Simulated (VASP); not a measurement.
Here is the system:

```xyz
3
Lattice="0.0000 2.9381 2.9381 2.9381 0.0000 2.9381 2.9381 2.9381 0.0000" Properties=species:S:1:pos:R:3 pbc="T T T"
Li     1.4691     1.4691     1.4691
Li     4.4072     4.4072     4.4072
Se     0.0000     0.0000     0.0000
```

All values below come from PBE GGA with D4 dispersion, VASP's PBE PAW potentials (set 64) (plane waves; VASP). Settings: 520 eV cut-off, 7×7×7 Γ-centred mesh, Gaussian smearing of 0.050 eV, potentials Li_sv Se.

**Question.** Give the stress tensor in GPa (positive for a compressed cell).

**Answer.** 
```
1.16  0.00  0.00
0.00  1.16  0.00
0.00  0.00  1.16
```
The pressure is its mean diagonal, 1.16 GPa.

The compound is Li2Se in the antifluorite structure. This cell is one point of a volume scan, at 0.97 of the reference volume.
